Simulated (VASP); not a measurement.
All values below come from PBEsol GGA, VASP's PBE PAW potentials (set 64) (plane waves; VASP).

A VASP calculation is set up with these files.

**INCAR**
```
! general
SYSTEM =FeP
PREC   =Accurate
ENCUT  =400
LREAL  =.FALSE.
LASPH  =.TRUE.

! electronic loop
EDIFF  =1E-6
NELM   =100
ALGO   =Normal
LMAXMIX=4

! smearing
ISMEAR =1
SIGMA  =0.1

! functional
GGA    =PS

! spin
ISPIN  =2
MAGMOM =4.0 0.0

! ions
IBRION =2
NSW    =60
ISIF   =3
EDIFFG =-0.01

! output
LWAVE  =.FALSE.
LCHARG =.FALSE.
LORBIT =10
```

POSCAR:
```
FeP
1
    0.0000000000     2.5812000000     2.5812000000
    2.5812000000     0.0000000000     2.5812000000
    2.5812000000     2.5812000000     0.0000000000
Fe P
1 1
Direct
  0.0000000000   0.0000000000   0.0000000000
  0.5000000000   0.5000000000   0.5000000000
```

### KPOINTS
```
kpoints
0
gamma
 11 11 11
```

POTCAR, in this order: Fe P (PBE.64 set). Program: vasp_std.

The run wrote:

OUTCAR:
```
 ion  position               nearest neighbor table
   1  0.000  0.000  0.000-   2 2.58   2 2.58   2 2.58   2 2.58   2 2.58   2 2.58
   2  0.500  0.500  0.500-   1 2.58   1 2.58   1 2.58   1 2.58   1 2.58   1 2.58
  LATTYP: Found a face centered cubic cell.
 ALAT       =     5.1624000000
 Subroutine PRICEL returns:
 Original cell was already a primitive cell.
 Subroutine GETGRP returns: Found 48 space group operations
The static configuration has the point symmetry O_h .
The dynamic configuration has the point symmetry O_h .
The overall configuration has the point symmetry O_h .
 Subroutine INISYM returns: Found 48 space group operations
 Subroutine IBZKPT returns following result:
 Found     56 irreducible k-points:

 Following reciprocal coordinates:
            Coordinates               Weight
  0.000000  0.000000  0.000000      1.000000
  0.090909  0.000000  0.000000      8.000000
  0.181818  0.000000  0.000000      8.000000
  0.272727  0.000000  0.000000      8.000000
  0.363636  0.000000  0.000000      8.000000
  0.454545  0.000000  0.000000      8.000000
  0.090909  0.090909  0.000000      6.000000
  0.181818  0.090909  0.000000     24.000000
...
```

OSZICAR:
```
       N       E                     dE             d eps       ncg     rms          rms(c)
DAV:   1     0.452697033134E+02    0.45270E+02   -0.48787E+03  2704   0.847E+02
DAV:   2    -0.137258013415E+02   -0.58996E+02   -0.53587E+02  2716   0.184E+02
DAV:   3    -0.167099067743E+02   -0.29841E+01   -0.28671E+01  3328   0.469E+01
DAV:   4    -0.167743031273E+02   -0.64396E-01   -0.64227E-01  3188   0.678E+00
DAV:   5    -0.167759094892E+02   -0.16064E-02   -0.16059E-02  3476   0.114E+00    0.143E+01
DAV:   6    -0.212799099521E+02   -0.45040E+01   -0.66724E+01  3028   0.122E+02    0.387E+01
DAV:   7    -0.138848350641E+02    0.73951E+01   -0.45398E+01  3104   0.881E+01    0.513E+00
DAV:   8    -0.139277937153E+02   -0.42959E-01   -0.87025E-01  3048   0.907E+00    0.198E+00
DAV:   9    -0.139130030865E+02    0.14791E-01   -0.61992E-02  3648   0.426E+00    0.796E-01
DAV:  10    -0.139116002275E+02    0.14029E-02   -0.74919E-03  4148   0.920E-01    0.216E-01
DAV:  11    -0.139113617346E+02    0.23849E-03   -0.98332E-04  3328   0.467E-01    0.110E-01
DAV:  12    -0.139113213432E+02    0.40391E-04   -0.13888E-04  3640   0.104E-01    0.761E-02
DAV:  13    -0.139113178131E+02    0.35301E-05   -0.16456E-05  3212   0.678E-02    0.470E-02
DAV:  14    -0.139113173552E+02    0.45788E-06   -0.35309E-06  2320   0.346E-02
   1 F= -.13911317E+02 E0= -.13911603E+02  d E =-.139113E+02  mag=     2.9087
       N       E                     dE             d eps       ncg     rms          rms(c)
DAV:   1    -0.271788885823E+02   -0.13268E+02   -0.19588E+02  3156   0.246E+02    0.353E+01
DAV:   2    -0.269581419206E+02    0.22075E+00   -0.13215E+02  2892   0.194E+02    0.321E+01
DAV:   3    -0.156401160912E+02    0.11318E+02   -0.88637E+01  3100   0.147E+02    0.117E+01
DAV:   4    -0.149474964534E+02    0.69262E+00   -0.43182E+00  3384   0.244E+01    0.640E+00
DAV:   5    -0.148379644228E+02    0.10953E+00   -0.16344E-01  3496   0.458E+00    0.428E+00
DAV:   6    -0.148200309951E+02    0.17933E-01   -0.25796E-02  3048   0.185E+00    0.185E+00
DAV:   7    -0.148154109790E+02    0.46200E-02   -0.13311E-02  3008   0.128E+00    0.214E-01
DAV:   8    -0.148156229094E+02   -0.21193E-03   -0.97142E-04  3108   0.357E-01    0.992E-02
DAV:   9    -0.148156413200E+02   -0.18411E-04   -0.50004E-05  3372   0.819E-02    0.380E-02
DAV:  10    -0.148156382284E+02    0.30916E-05   -0.28475E-06  2592   0.184E-02    0.260E-02
DAV:  11    -0.148156366332E+02    0.15952E-05   -0.27013E-06  1576   0.213E-02    0.743E-03
DAV:  12    -0.148156367284E+02   -0.95199E-07   -0.40443E-07  1468   0.592E-03
   2 F= -.14815637E+02 E0= -.14816016E+02  d E =-.904319E+00  mag=     1.0526
       N       E                     dE             d eps       ncg     rms          rms(c)
DAV:   1    -0.148486080951E+02   -0.32971E-01   -0.54819E-01  2876   0.135E+01    0.173E+00
DAV:   2    -0.148793962296E+02   -0.30788E-01   -0.77569E-01  3064   0.142E+01    0.225E+00
DAV:   3    -0.148183002796E+02    0.61096E-01   -0.28846E-01  3056   0.872E+00    0.317E-01
DAV:   4    -0.148172317468E+02    0.10685E-02   -0.59812E-03  2796   0.548E-01    0.180E-01
DAV:   5    -0.148171455444E+02    0.86202E-04   -0.36264E-04  3524   0.294E-01    0.890E-02
DAV:   6    -0.148171302141E+02    0.15330E-04   -0.41598E-05  3880   0.576E-02    0.474E-02
DAV:   7    -0.148171228887E+02    0.73254E-05   -0.16206E-05  3348   0.352E-02    0.591E-03
DAV:   8    -0.148171230472E+02   -0.15855E-06   -0.55857E-07  1548   0.872E-03
   3 F= -.14817123E+02 E0= -.14817596E+02  d E =-.905806E+00  mag=     1.0900
       N       E                     dE             d eps       ncg     rms          rms(c)
DAV:   1    -0.148232101081E+02   -0.60872E-02   -0.98068E-02  2904   0.569E+00    0.742E-01
DAV:   2    -0.148283982676E+02   -0.51882E-02   -0.13458E-01  3048   0.598E+00    0.937E-01
DAV:   3    -0.148177236360E+02    0.10675E-01   -0.54545E-02  3036   0.376E+00    0.136E-01
DAV:   4    -0.148175121345E+02    0.21150E-03   -0.11643E-03  2844   0.256E-01    0.802E-02
DAV:   5    -0.148175072669E+02    0.48676E-05   -0.43531E-05  3536   0.918E-02    0.369E-02
DAV:   6    -0.148175061837E+02    0.10832E-05   -0.46529E-06  2652   0.178E-02    0.228E-02
DAV:   7    -0.148175055745E+02    0.60921E-06   -0.33838E-06  1908   0.171E-02
   4 F= -.14817506E+02 E0= -.14817943E+02  d E =-.906188E+00  mag=     1.0736
       N       E                     dE             d eps       ncg     rms          rms(c)
DAV:   1    -0.148189130869E+02   -0.14069E-02   -0.24222E-02  2892   0.283E+00    0.367E-01
DAV:   2    -0.148202191683E+02   -0.13061E-02   -0.33855E-02  3044   0.298E+00    0.467E-01
DAV:   3    -0.148175544663E+02    0.26647E-02   -0.13199E-02  3032   0.185E+00    0.665E-02
DAV:   4    -0.148175049439E+02    0.49522E-04   -0.27778E-04  2820   0.121E-01    0.390E-02
DAV:   5    -0.148175026404E+02    0.23035E-05   -0.12545E-05  3468   0.525E-02    0.183E-02
DAV:   6    -0.148175019441E+02    0.69623E-06   -0.13878E-06  1448   0.109E-02
   5 F= -.14817502E+02 E0= -.14817960E+02  d E =0.363038E-05  mag=     1.0816
       N       E                     dE             d eps       ncg     rms          rms(c)
DAV:   1    -0.148179286834E+02   -0.42604E-03   -0.65851E-03  2896   0.147E+00    0.191E-01
DAV:   2    -0.148182803953E+02   -0.35171E-03   -0.90770E-03  3040   0.155E+00    0.242E-01
DAV:   3    -0.148175645635E+02    0.71583E-03   -0.36074E-03  3032   0.968E-01    0.348E-02
DAV:   4    -0.148175500133E+02    0.14550E-04   -0.75931E-05  2848   0.644E-02    0.205E-02
DAV:   5    -0.148175494721E+02    0.54122E-06   -0.29907E-06  2632   0.254E-02
   6 F= -.14817549E+02 E0= -.14817997E+02  d E =-.438976E-04  mag=     1.0774
```

### OUTCAR
```
------------------------ aborting loop because EDIFF is reached ----------------------------------------
  FORCE on cell =-STRESS in cart. coord.  units (eV):
  Direction    XX          YY          ZZ          XY          YZ          ZX
  --------------------------------------------------------------------------------------
  Total       -0.0044009     -0.0044009     -0.0044009     -0.0000000     -0.0000000      0.0000000
  in kB       -0.2925349     -0.2925349     -0.2925349     -0.0000000     -0.0000000      0.0000000
  external PRESSURE =      -0.2925349 kB  Pullay stress =       0.0000000 kB
  volume of cell :       24.10
      direct lattice vectors                 reciprocal lattice vectors
    -0.000000000  2.292713197  2.292713197    -0.218082227  0.218082227  0.218082227
     2.292713197 -0.000000000  2.292713197     0.218082227 -0.218082227  0.218082227
     2.292713197  2.292713197 -0.000000000     0.218082227  0.218082227 -0.218082227
 POSITION                                       TOTAL-FORCE (eV/Angst)
 -----------------------------------------------------------------------------------
      2.29271      2.29271     -0.00000        -0.000000     -0.000000      0.000000
      2.29271      2.29271      2.29271         0.000000      0.000000     -0.000000
 -----------------------------------------------------------------------------------
    total drift:                                0.000000     -0.000000     -0.000000
  FREE ENERGIE OF THE ION-ELECTRON SYSTEM (eV)
  ---------------------------------------------------
  free  energy   TOTEN  =       -14.8175494721 eV

  energy  without entropy=      -14.8188926167  energy(sigma->0) =      -14.81799719

 total charge

# of ion       s       p       d       tot
------------------------------------------
    1        0.443   0.528   6.568   7.539
    2        1.029   1.459   0.000   2.488
--------------------------------------------------
tot          1.472   1.987   6.568  10.027

 magnetization (x)

# of ion       s       p       d       tot
------------------------------------------
    1        0.051   0.009   1.026   1.085
    2        0.001  -0.009   0.000  -0.008
--------------------------------------------------
tot          0.052  -0.001   1.026   1.077

 reached required accuracy - stopping structural energy minimisation
```
(Selected blocks of OUTCAR.)

**CONTCAR**
```
FeP
   1.00000000000000
    -0.0000000000000000    2.2927131972029824    2.2927131972029824
     2.2927131972029824   -0.0000000000000000    2.2927131972029824
     2.2927131972029824    2.2927131972029824   -0.0000000000000000
  Fe              P
     1     1
Direct
     0.0000000000000000    0.0000000000000000    1.0000000000000000
     0.5000000000000000    0.5000000000000000    0.5000000000000000
```

Energy and stress use the plane-wave basis of the starting cell.

The structure was generated: FeP was put into the rock salt type (Fm-3m), which need not be its known phase. This run relaxes it. Symmetry was kept, so distortions that lower it aren't found.
